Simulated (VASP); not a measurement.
Input:

```
CELL_PARAMETERS angstrom
      0.00000     3.08506     3.08506
      3.08506     0.00000     3.08506
      3.08506     3.08506     0.00000
ATOMIC_POSITIONS crystal
  Pb 0.00000 0.00000 0.00000
  Se 0.50000 0.50000 0.50000
```

Level of theory: PBE GGA with D3 dispersion (zero damping), VASP's PBE PAW potentials (set 64) (plane waves; VASP 6.6.1). Run with 520 eV cut-off, 7×7×7 Γ-centred mesh, Gaussian smearing of 0.050 eV, potentials Pb_d Se.

Task: Estimate the energy per atom (σ→0).

Result: 
| Item | Value |
|---|---|
| energy per atom (σ→0) | -4.332 eV/atom |

Total energies compare only between runs with the same potentials, cut-off and functional.

The compound is PbSe in the rock salt structure. It was relaxed first.
